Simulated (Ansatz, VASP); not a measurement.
# BN: VASP beside Ansatz, part 2 of 3

Aim: how closely do two programs agree when they are given the same cell, functional and k mesh? The cell is taken from a series of runs on this material, whose earlier steps may have relaxed, scaled, displaced or heated it; both programs get it as it stands.

VASP 6.6.1 and Ansatz 0.2.0.

So far: Set-up; VASP: zone-centre phonons, RPBE, pair 1.

**2. VASP: zone-centre phonons, RPBE, pair 1 (continued)**

Level of this step: RPBE; plane waves and PAW (B, N) (VASP).

Numbers of over 12 decimals in the logs are rounded to 6 here.

From OUTCAR (step 2):

```text
ion  position               nearest neighbor table
   1  0.333  0.667  0.250-   4 1.46   4 1.46   4 1.46
   2  0.667  0.333  0.750-   3 1.46   3 1.46   3 1.46
   3  0.333  0.667  0.750-   2 1.46   2 1.46   2 1.46
   4  0.667  0.333  0.250-   1 1.46   1 1.46   1 1.46

  LATTYP: Found a hexagonal cell.
 ALAT       =     2.5239211128
 C/A-ratio  =     3.8085076397

 Subroutine GETGRP returns: Found 24 space group operations
 (whereof 12 operations were pure point group operations)

The static configuration has the point symmetry D_3d.
 The point group associated with its full space group is D_6h.

 Found     24 irreducible k-points:

   k-points           NKPTS =     24   k-points in BZ     NKDIM =     24   number of bands    NBANDS=     14

   dimension x,y,z NGX =    20 NGY =   20 NGZ =   80
   dimension x,y,z NGXF=    40 NGYF=   40 NGZF=  160

   ENCUT  =  600.0 eV  44.10 Ry    6.64 a.u.   5.04  5.04 19.20*2*pi/ulx,y,z

   NELECT =      16.0000    total number of electrons

 k-points in reciprocal lattice and weights: Automatic mesh
   0.00000000  0.00000000  0.00000000       0.006
   0.11111111 -0.00000000  0.00000000       0.037
   0.22222222 -0.00000000  0.00000000       0.037
   0.33333333 -0.00000000  0.00000000       0.037
   0.44444444 -0.00000000  0.00000000       0.037
   0.11111111  0.11111111  0.00000000       0.037
   0.22222222  0.11111111  0.00000000       0.074
   0.33333333  0.11111111  0.00000000       0.074
   0.44444444  0.11111111  0.00000000       0.037
[...]
0.33333333  0.22222222  0.50000000       0.074
   0.33333333  0.33333333  0.50000000       0.012

 average (electrostatic) potential at core
       1 -31.7238       2 -31.7238       3 -67.5627       4 -67.5627

  Total        0.0203630      0.0203630     -0.0378311      0.0000000      0.0000000      0.0000000
  in kB        0.6152341      0.6152341     -1.1430000      0.0000000      0.0000000      0.0000000
  external PRESSURE =       0.0291560 kB  Pullay stress =       0.0000000 kB

  energy-cutoff  :      600.00
  volume of cell :       53.03
      direct lattice vectors                 reciprocal lattice vectors
     2.523921113  0.000000000  0.000000000     0.396208897  0.228751313  0.000000000
    -1.261960556  2.185779801  0.000000000     0.000000000  0.457502627  0.000000000
     0.000000000  0.000000000  9.612372840     0.000000000  0.000000000  0.104032586

 POSITION                                       TOTAL-FORCE (eV/Angst)
 -----------------------------------------------------------------------------------
      0.00000      1.45719      2.40309        -0.000000     -0.000000      0.000000
      1.26196      0.72859      7.20928         0.000000      0.000000     -0.000000
      0.00000      1.45719      7.20928         0.000000     -0.000000     -0.000000
      1.26196      0.72859      2.40309        -0.000000      0.000000      0.000000
 -----------------------------------------------------------------------------------
    total drift:                               -0.000000     -0.000000      0.000000

 MACROSCOPIC STATIC DIELECTRIC TENSOR (including local field effects in DFT)
 ------------------------------------------------------
           3.614981     0.000000    -0.000000
           0.000000     3.614981    -0.000000
           0.000000     0.000000     1.761494
 ------------------------------------------------------

 PIEZOELECTRIC TENSOR (including local field effects)  for field in x, y, z        (C/m^2)
          XX          YY          ZZ          XY          YZ          ZX
  --------------------------------------------------------------------------------
  x     0.00000     0.00000     0.00000     0.00000     0.00000     0.00000
  y     0.00000     0.00000     0.00000     0.00000     0.00000     0.00000
  z     0.00000     0.00000     0.00000     0.00000     0.00000     0.00000

 BORN EFFECTIVE CHARGES (including local field effects) (in |e|, cummulative output)
 ---------------------------------------------------------------------------------
 ion    1
    1     2.72018     0.00000     0.00000
    2     0.00000     2.72018     0.00000
    3     0.00000    -0.00000     0.42458
 ion    2
    1     2.72018     0.00000     0.00000
    2     0.00000     2.72018     0.00000
    3    -0.00000    -0.00000     0.42458
 ion    3
    1    -2.72018     0.00000     0.00000
    2     0.00000    -2.72018     0.00000
    3     0.00000     0.00000    -0.42458
 ion    4
    1    -2.72018     0.00000     0.00000
    2     0.00000    -2.72018     0.00000
    3     0.00000     0.00000    -0.42458

 Eigenvectors and eigenvalues of the dynamical matrix
 ----------------------------------------------------

   1 f  =   39.675986 THz   249.291573 2PiTHz 1323.448443 cm-1   164.086620 meV
             X         Y         Z           dx          dy          dz
      0.000000  1.457187  2.403093    -0.531167   -0.000002    0.000000
      1.261961  0.728593  7.209280     0.531167    0.000002    0.000000
      0.000000  1.457187  7.209280    -0.466756   -0.000002   -0.000000
      1.261961  0.728593  2.403093     0.466756    0.000002   -0.000000

   2 f  =   39.675986 THz   249.291573 2PiTHz 1323.448443 cm-1   164.086620 meV
             X         Y         Z           dx          dy          dz
      0.000000  1.457187  2.403093    -0.000002    0.531167   -0.000000
      1.261961  0.728593  7.209280     0.000002   -0.531167   -0.000000
      0.000000  1.457187  7.209280    -0.000002    0.466756    0.000000
      1.261961  0.728593  2.403093     0.000002   -0.466756    0.000000

   3 f  =   39.667578 THz   249.238745 2PiTHz 1323.167985 cm-1   164.051848 meV
             X         Y         Z           dx          dy          dz
      0.000000  1.457187  2.403093     0.531158    0.000002   -0.000000
      1.261961  0.728593  7.209280     0.531158    0.000002   -0.000000
      0.000000  1.457187  7.209280    -0.466766   -0.000002    0.000000
      1.261961  0.728593  2.403093    -0.466766   -0.000002   -0.000000

   4 f  =   39.667578 THz   249.238745 2PiTHz 1323.167985 cm-1   164.051848 meV
             X         Y         Z           dx          dy          dz
      0.000000  1.457187  2.403093     0.000002   -0.531158    0.000000
      1.261961  0.728593  7.209280     0.000002   -0.531158   -0.000000
      0.000000  1.457187  7.209280    -0.000002    0.466766   -0.000000
      1.261961  0.728593  2.403093    -0.000002    0.466766    0.000000

   5 f  =   23.773949 THz   149.376126 2PiTHz  793.013573 cm-1    98.321108 meV
             X         Y         Z           dx          dy          dz
      0.000000  1.457187  2.403093    -0.000000   -0.000000    0.531819
      1.261961  0.728593  7.209280     0.000000    0.000000   -0.531819
      0.000000  1.457187  7.209280    -0.000000   -0.000000    0.466013
      1.261961  0.728593  2.403093    -0.000000    0.000000   -0.466013

   6 f  =   23.162413 THz   145.533736 2PiTHz  772.614950 cm-1    95.792002 meV
             X         Y         Z           dx          dy          dz
      0.000000  1.457187  2.403093    -0.000000   -0.000000   -0.531254
      1.261961  0.728593  7.209280     0.000000    0.000000   -0.531254
      0.000000  1.457187  7.209280    -0.000000   -0.000000    0.466658
      1.261961  0.728593  2.403093    -0.000000    0.000000    0.466658

   7 f  =    0.621838 THz     3.907126 2PiTHz   20.742295 cm-1     2.571716 meV
             X         Y         Z           dx          dy          dz
      0.000000  1.457187  2.403093    -0.000000    0.000000   -0.466013
      1.261961  0.728593  7.209280    -0.000000    0.000000    0.466013
      0.000000  1.457187  7.209280    -0.000000    0.000000    0.531819
      1.261961  0.728593  2.403093    -0.000000    0.000000   -0.531819

   8 f/i=    0.001012 THz     0.006356 2PiTHz    0.033740 cm-1     0.004183 meV
             X         Y         Z           dx          dy          dz
      0.000000  1.457187  2.403093    -0.465424    0.035378    0.000000
      1.261961  0.728593  7.209280    -0.465424    0.035378    0.000000
      0.000000  1.457187  7.209280    -0.529630    0.040259    0.000000
      1.261961  0.728593  2.403093    -0.529630    0.040259    0.000000

   9 f/i=    0.001012 THz     0.006356 2PiTHz    0.033740 cm-1     0.004183 meV
             X         Y         Z           dx          dy          dz
      0.000000  1.457187  2.403093     0.035378    0.465424   -0.000000
      1.261961  0.728593  7.209280     0.035378    0.465424   -0.000000
      0.000000  1.457187  7.209280     0.040259    0.529630   -0.000000
      1.261961  0.728593  2.403093     0.040259    0.529630   -0.000000

  10 f/i=    0.004151 THz     0.026081 2PiTHz    0.138461 cm-1     0.017167 meV
             X         Y         Z           dx          dy          dz
      0.000000  1.457187  2.403093    -0.000000   -0.000000   -0.466658
      1.261961  0.728593  7.209280    -0.000000   -0.000000   -0.466658
      0.000000  1.457187  7.209280    -0.000000   -0.000000   -0.531254
      1.261961  0.728593  2.403093    -0.000000   -0.000000   -0.531254

  11 f/i=    0.268020 THz     1.684021 2PiTHz    8.940195 cm-1     1.108442 meV
             X         Y         Z           dx          dy          dz
      0.000000  1.457187  2.403093    -0.001421    0.466754    0.000000
      1.261961  0.728593  7.209280     0.001421   -0.466754    0.000000
      0.000000  1.457187  7.209280     0.001617   -0.531165    0.000000
      1.261961  0.728593  2.403093    -0.001617    0.531165    0.000000

  12 f/i=    0.268020 THz     1.684021 2PiTHz    8.940195 cm-1     1.108442 meV
             X         Y         Z           dx          dy          dz
      0.000000  1.457187  2.403093    -0.466754   -0.001421   -0.000000
      1.261961  0.728593  7.209280     0.466754    0.001421   -0.000000
      0.000000  1.457187  7.209280     0.531165    0.001617   -0.000000
      1.261961  0.728593  2.403093    -0.531165   -0.001617   -0.000000

 MACROSCOPIC STATIC DIELECTRIC TENSOR IONIC CONTRIBUTION
 ------------------------------------------------------
           1.285711     0.000000     0.000000
           0.000000     1.285711     0.000000
           0.000000     0.000000     0.091876
 ------------------------------------------------------

 ELASTIC MODULI CONTR FROM IONIC RELAXATION (kBar)
 Direction    XX          YY          ZZ          XY          YZ          ZX
 --------------------------------------------------------------------------------
 XX        -182.9863    182.9863      0.0000     -0.0000      0.0000      0.0000
 YY         182.9863   -182.9863     -0.0000      0.0000      0.0000     -0.0000
 ZZ           0.0000     -0.0000     -0.0000     -0.0000      0.0000     -0.0000
 XY          -0.0000      0.0000     -0.0000   -182.9863      0.0000     -0.0000
 YZ           0.0000      0.0000      0.0000      0.0000      0.0000      0.0000
 ZX           0.0000     -0.0000     -0.0000     -0.0000      0.0000     -0.0000
 --------------------------------------------------------------------------------

 PIEZOELECTRIC TENSOR IONIC CONTR  for field in x, y, z        (C/m^2)
          XX          YY          ZZ          XY          YZ          ZX
  --------------------------------------------------------------------------------
  x     0.00000    -0.00000    -0.00000     0.00000     0.00000    -0.00000
  y    -0.00000     0.00000    -0.00000    -0.00000     0.00000    -0.00000
  z    -0.00000     0.00000    -0.00000     0.00000     0.00000    -0.00000
```

**3. Ansatz: zone-centre phonons, RPBE, pair 1**

Ansatz runs on its default PAW (the set named soft_2) files.

The same cell, functional and mesh now go to Ansatz, which takes its cutoff from its data sets.

input.yaml reads:

```yaml
crystal:
  lattice:
    - [2.5239211128, 0.0, 0.0]
    - [-1.2619605564, 2.1857798008, 0.0]
    - [0.0, 0.0, 9.6123728402]
  atoms:
    - { symbol: B, position: [0.3333333333, 0.6666666667, 0.25] }
    - { symbol: B, position: [0.6666666667, 0.3333333333, 0.75] }
    - { symbol: "N", position: [0.3333333333, 0.6666666667, 0.75] }
    - { symbol: "N", position: [0.6666666667, 0.3333333333, 0.25] }
kpoints:
  mp_grid: { grid: [9, 9, 2] }
hamiltonian:
  xc: rpbe
scf:
  occupations: { method: fixed }
output:
  eigenvalues: true
phonons:
  method: dfpt
  dielectric: true
  rigid_motions: translations
```

On the command line:

```sh
> ansatz run input.yaml --threads 4 --pin off --max-ram 7168MiB --backend cpu --events-out ev --progress --plain --runs-dir out
```

What it wrote:

```text
Engine: ansatz 0.2.0, x86_64-unknown-linux-gnu
Pseudopotentials: kind: paw
Pseudopotential: B, paw, valence charge 3, recommended cutoff 420 eV (normal), B.paw.azcp
Pseudopotential: N, paw, valence charge 5, recommended cutoff 420 eV (normal), N.paw.azcp
Functional definition: RPBE
  parameter kappa = 0.804
  parameter beta = 0.066725
  exchange = rpbe_x(kappa = kappa, mu = beta*pi^2/3)
  correlation = pbe_c(beta = beta)
Crystal: 4 atoms, lattice volume = 53.029 Å³
Basis set: ecut = 420 eV, 1071 PW (Γ), exchange–correlation on 36×36×144 points (8 copies of the dense FFT grid, shifted against one another)
Bands: 12, of which v1, the nominal top of the filled ones, is band 8 counted from 1 (7 counted from 0)
Symmetry: 24 space group operations
k-points: 50 of 162 (irreducible under 2 space group operations, time reversal used)
Non-local potential: B, projectors of the file, l = 0: 2, l = 1: 2, l = 2: 1
Non-local potential: N, projectors of the file, l = 0: 2, l = 1: 2, l = 2: 1
PAW form: soft (Blöchl's): semilocal exchange-correlation on the pseudo side does not see the compensation charge
PAW frozen core: B, regenerated for the run's functional, and the local potential with it (the file was generated under x = pbe(κ = 0.804, μ = 0.219515), c = pbe(β = 0.066725))
PAW frozen core: N, regenerated for the run's functional, and the local potential with it (the file was generated under x = pbe(κ = 0.804, μ = 0.219515), c = pbe(β = 0.066725))
PAW one-centre angular grid: B, 110 points (default); XC on 64 Gauss nodes
PAW one-centre angular grid: N, 110 points (default); XC on 64 Gauss nodes
Initial density: superposition of atomic densities (neutral atoms: chi_scale 0, normalization atom), corrected by the library's trained network
Initial wavefunctions: pseudopotential atomic-orbital guess
Functional: x = rpbe, c = pbe(β = 0.066725)
SCF iter   1: F=—  HF=-1090.135241 eV  |F-HF|=—  |Δ(HF+E_count)|=         —  Δρ=3.85e-3  dr2=3.08e-3  ethr=1.77e-3  ⟨swp⟩=5.4  Hψ=3328  notcnv=0  defer=100
preconditioner: auto → none  [insulator: Δε(μ)=4.385 eV  Ē_g=15.144 eV  n_scr=6 (ndim 8)  ℏωp=20.4 eV  f_vac=0.320  ε∞_Penn≈2.8]
SCF iter   2: F=—  HF=-1090.136758 eV  |F-HF|=—  |Δ(HF+E_count)|=   1.52e-3  Δρ=1.93e-3  dr2=6.41e-4  ethr=1.92e-5  ⟨swp⟩=2.8  Hψ=1320  notcnv=0  defer=100
SCF iter   3: F=—  HF=-1090.137000 eV  |F-HF|=—  |Δ(HF+E_count)|=   2.42e-4  Δρ=1.17e-4  dr2=5.64e-6  ethr=4.01e-6  ⟨swp⟩=3.3  Hψ=1122  notcnv=0  defer=100
SCF iter   4: F=—  HF=-1090.137007 eV  |F-HF|=—  |Δ(HF+E_count)|=   6.56e-6  Δρ=1.01e-4  dr2=5.09e-6  ethr=3.52e-8  ⟨swp⟩=2.0  Hψ=1040  notcnv=0  defer=85
SCF iter   5: F=—  HF=-1090.137005 eV  |F-HF|=—  |Δ(HF+E_count)|=   2.01e-6  Δρ=1.62e-5  dr2=8.38e-8  ethr=3.18e-8  ⟨swp⟩=2.3  Hψ=983  notcnv=0  defer=43
SCF iter   6: F=—  HF=-1090.137005 eV  |F-HF|=—  |Δ(HF+E_count)|=   2.47e-7  Δρ=5.59e-6  dr2=2.32e-8  ethr=5.23e-10  ⟨swp⟩=2.0  Hψ=1000  notcnv=0  defer=17
SCF iter   7: F=—  HF=-1090.137005 eV  |F-HF|=—  |Δ(HF+E_count)|=   2.49e-8  Δρ=1.03e-6  dr2=3.94e-10  ethr=1.45e-10  ⟨swp⟩=2.8  Hψ=1007  notcnv=0  defer=17
SCF iter   8: F=-1090.137005 eV  HF=-1090.137005 eV  |F-HF|=5.68e-12  |Δ(HF+E_count)|=  1.43e-10  Δρ=6.02e-8  dr2=2.84e-12  ethr=1.00e-12  ⟨swp⟩=8.3  Hψ=3593  notcnv=0
SCF 1 converged in 8 iterations: F = -1090.137005 eV  dr2 = 2.84e-12
  greatest PAW one-centre occupation: 0.797 electrons in one spin orbital (limit 2), on the N atom at site 3 (counted from 0), in its partial waves of l = 0
NSCF: frozen V_eff on 4 k-points
DFPT response loops at Γ: preconditioner auto → none (the input reference at scf.mixing.eps_inf says where Resta's filter doesn't serve); β = 0.50; Broyden in place of MSR1
── the response to a field inside a basis, on 10×10×2 k-points: an SCF that follows is theirs, and a resumed run solves both again ──
Bands: 9, of which v1, the nominal top of the filled ones, is band 8 counted from 1 (7 counted from 0)
k-points: 30 of 200 (irreducible under 8 space group operations)
Initial density: handed on by an earlier stage of this run
Initial wavefunctions: pseudopotential atomic-orbital guess (no wavefunctions were taken with the density)
Eigensolver: Dense (30 Hₖ)
SCF iter   1: F=—  HF=-1090.140105 eV  |F-HF|=—  |Δ(HF+E_count)|=         —  Δρ=2.67e-4  dr2=5.02e-6  ethr=1.00e-1
preconditioner: auto → none  [insulator: Δε(μ)=4.613 eV  Ē_g=12.875 eV  n_scr=6 (ndim 8)  ℏωp=20.4 eV  f_vac=0.317  ε∞_Penn≈3.5]
SCF iter   2: F=—  HF=-1090.140113 eV  |F-HF|=—  |Δ(HF+E_count)|=   8.35e-6  Δρ=1.30e-4  dr2=1.27e-6  ethr=3.14e-8
SCF iter   3: F=—  HF=-1090.140116 eV  |F-HF|=—  |Δ(HF+E_count)|=   3.19e-6  Δρ=4.21e-5  dr2=4.71e-7  ethr=7.95e-9
SCF iter   4: F=-1090.140116 eV  HF=-1090.140116 eV  |F-HF|=2.57e-9  |Δ(HF+E_count)|=   6.75e-9  Δρ=4.30e-6  dr2=3.74e-9  ethr=2.94e-9
SCF 1 converged in 4 iterations: F = -1090.140116 eV  dr2 = 3.74e-9
DFPT response loops at Γ: mixed as the last ones told, above
SCF converged after 8 iterations
Free energy (F): -1090.137005 eV
Harris-Foulkes:  -1090.137005 eV  (|F-HF|=5.68e-12)
Internal energy: -1090.137005 eV  (E = F + TS)
E sigma→0 (E₀):  -1090.137005 eV
Fermi energy:    1.502028 eV
--- Per-component energies (eV) ---
  E_band       = -89.395692
  E_kinetic    = 364.317213
  E_local      = -1154.381142  (includes V_loc(G=0)·N_el)
  E_nonlocal   = 112.924563
  E_hartree    = 429.895054
  E_xc         = -184.492109
  E_vxc        = -228.291576  (∫ρ·V_xc dr)
  E_paw        = -417.837845  (= ΣΔE_a)
  E_vpaw       = -43.755113  (= ΣTr[D̂ρ^β])
  E_aug_tail   = 0.000201  (compensation charges beyond the density's cutoff)
  E_ewald      = -240.505209
  E_core_change = -0.057731  (= ΣΔE_core)
  E_smearing   = -0.000000  (= −TS)
  E_closure    = -0.000000  (closes the sum)
  Σ components = -1090.137005   (vs F -1090.137005, Δ=0.00e0)
--- Band table (eV; the first three rows and the last of 50) ---
  k-point 0: bands = [... 4 lower, 0.1546, 0.1546, 0.1552, 0.1552, 5.7754, 8.1652, 9.9958, 12.9780]
  k-point 1: bands = [... 4 lower, 0.1550, 0.1550, 0.1550, 0.1550, 6.6317, 6.6317, 11.8451, 11.8451]
  k-point 2: bands = [... 4 lower, -0.8038, -0.8006, -0.2751, -0.2748, 6.1848, 8.4407, 10.4159, 12.6315]
  k-point 49: bands = [... 4 lower, -3.7025, -3.7025, -0.2487, -0.2487, 7.9362, 7.9362, 11.1751, 11.1751]
--- Phonons (Γ-DFPT): 4 representative perturbations + reference, on 50 of 162 k-points (Σ response iterations 13) ---
  k mesh reduced under 2 symmetry operations, with k and −k counted as one. Each operation leaves every solved perturbation unchanged. A smaller set is not considered because the run solves the response to a homogeneous field
  ASR residual: 6.082e-4 → 0.000e0 eV/Å²; symmetrization residual: 1.502e-6 eV/Å²
  ASR residual per site (eV/Å²): 6.08e-4 6.08e-4 4.63e-4 4.63e-4
  Γ frequencies (cm⁻¹): 0.00 0.00 0.00 5.57 5.57 26.81 771.50 791.82 1323.29 1323.29 1323.30 1323.30
  ε∞ (high-frequency dielectric tensor):
        3.610848     0.000000     0.000000
        0.000000     3.610848     0.000000
        0.000000     0.000000     1.760855
  ε⁰ (static dielectric tensor: ions relaxed, cell fixed):
        4.899566    -0.000000     0.000000
       -0.000000     4.899566    -0.000000
        0.000000    -0.000000     1.852852
  ε⁰ − ε∞ (ionic part):
        1.288718    -0.000000     0.000000
       -0.000000     1.288718    -0.000000
        0.000000    -0.000000     0.091998
  softest optical mode at Γ: 5.57 cm⁻¹; the repairs (sum rule, projections) moved no ω² at Γ by more than (3.97 cm⁻¹)²
  Born effective charges Z* (e; rows j = field, columns β = displacement):
    site 0:
         2.72382   -0.00000    0.00000
         0.00000    2.72382    0.00000
         0.00000    0.00000    0.42429
    site 1:
         2.72382    0.00000    0.00000
         0.00000    2.72382    0.00000
         0.00000    0.00000    0.42429
    site 2:
        -2.72382   -0.00000    0.00000
        -0.00000   -2.72382    0.00000
         0.00000    0.00000   -0.42429
    site 3:
        -2.72382    0.00000    0.00000
        -0.00000   -2.72382    0.00000
         0.00000    0.00000   -0.42429
  Z* charge neutrality: 1.350e-3 e pre-enforcement
  solved inside a basis spanned on kpoints, on 10×10×2 k-points, its susceptibility summed on 14×14×4: ε∞ is read to err by 9.6e-3, Z* by 9.9e-3 e (field_mesh: kpoints solves on kpoints); Z* is corrected for what the basis lacks
  optical modes at Γ without the LO–TO term, one row a degenerate level:
      ω (cm⁻¹)  modes    IR ((D/Å)²/amu)
          5.57      2             0.0000
         26.81      1             0.0000
        771.50      1             1.3614
[...]
optical modes at Γ + LO–TO along q̂ = [1.0000, 0.0000, 0.0000]:
      ω (cm⁻¹)  modes    IR ((D/Å)²/amu)
[...]
optical modes at Γ + LO–TO along q̂ = [0.0000, 1.0000, 0.0000]:
      ω (cm⁻¹)  modes    IR ((D/Å)²/amu)
[...]
1323.30      1            56.1084
       1541.46      1            56.1084
  optical modes at Γ + LO–TO along q̂ = [0.0000, 0.0000, 1.0000]:
      ω (cm⁻¹)  modes    IR ((D/Å)²/amu)
          5.57      2             0.0000
         26.81      1             0.0000
        791.39      1             1.3614
        791.82      1             0.0000
       1323.29      2             0.0000
       1323.30      2           112.2168
```

(Continued in part 3 of 3.)

[Lines on the potential files, build, host, timing and source positions are cut from VASP's logs without a mark.]

[Logs are printed without paths, hosts, clocks, repeated set-up lines and the standing remarks that a program may print on its own settings, such as how far it seeks lower states.]

[Hosts, paths, dates, database ids (printed as entryN), source tags and the programs' standing remarks are cut or masked in the printed files.]
